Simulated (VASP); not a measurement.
An input for Quantum ESPRESSO's pw.x (written as the equivalent of a VASP run, and not itself run):

```
&CONTROL
  calculation = 'vc-relax'
  pseudo_dir = './pseudo'
  outdir = './out'
  tprnfor = .true.
  tstress = .true.
  nstep = 60
  forc_conv_thr = 0.00078
/
&SYSTEM
  ibrav = 0
  nat = 6
  ntyp = 2
  ecutwfc = 84
  occupations = 'smearing'
  smearing = 'gaussian'
  degauss = 0.003675
  input_dft = 'rpbe'
/
&ELECTRONS
  conv_thr = 7.3e-08
  electron_maxstep = 100
/
&IONS
/
&CELL
/
ATOMIC_SPECIES
  Si 28.085 Si.upf
  O 15.999 O.upf
CELL_PARAMETERS angstrom
     4.2681614    0.0000000    0.0000000
     0.0000000    4.2681614    0.0000000
     0.0000000    0.0000000    2.6999786
ATOMIC_POSITIONS crystal
  Si   1.0000000  0.0000000  1.0000000
  Si   0.5000000  0.5000000  0.5000000
  O    0.3074852  0.3074852  1.0000000
  O    0.8074852  0.1925148  0.5000000
  O    0.1925148  0.8074852  0.5000000
  O    0.6925148  0.6925148  0.0000000
K_POINTS automatic
  5 5 7 0 0 0
```

Question: Translate this input to VASP (INCAR, KPOINTS, POSCAR, choice of POTCAR).

Answer: Several could match; the one computed here: 
### INCAR
```
# general
SYSTEM = SiO2
PREC   = Accurate
ENCUT  = 520   # plane-wave cut-off (eV)
LREAL  = .FALSE.   # projection in real space or not
LASPH  = .TRUE.   # aspherical one-centre terms

# electronic loop
EDIFF  = 1E-6
NELM   = 100   # most electronic steps
ALGO   = Normal   # blocked Davidson

# smearing
ISMEAR = 0   # Gaussian
SIGMA  = 0.05

# functional
GGA    = RP   # RPBE

# ions
IBRION = 2
NSW    = 60
ISIF   = 3
EDIFFG = -0.02   # ionic stop

# output
LWAVE  = .FALSE.
LCHARG = .FALSE.
```

KPOINTS:
```
Automatic mesh
0
Gamma
5 5 7
0 0 0
```

### POSCAR
```
SiO2
1
    4.2681614438     0.0000000000     0.0000000000
    0.0000000000     4.2681614438     0.0000000000
    0.0000000000     0.0000000000     2.6999786127
Si O
2 4
Direct
  1.0000000000   0.0000000000   1.0000000000
  0.5000000000   0.5000000000   0.5000000000
  0.3074851788   0.3074851788   1.0000000000
  0.8074851788   0.1925148212   0.5000000000
  0.1925148212   0.8074851788   0.5000000000
  0.6925148212   0.6925148212   0.0000000000
```

POTCAR, in this order: Si O (PBE.64 set). Program: vasp_std.

Limits of the translation: the potentials are each code's own (VASP's PAW set, PseudoDojo norm-conserving files in pw.x), so ENCUT and ecutwfc are chosen apart and not converted; conv_thr bounds pw.x's estimated SCF error, while EDIFF bounds the energy change between steps; forc_conv_thr acts on force components and is met together with etot_conv_thr.

The compound is SiO2 in the rutile structure, stishovite, a high-pressure form. It was relaxed first, which changed the volume by +5 %. The start is the result of an earlier pass.
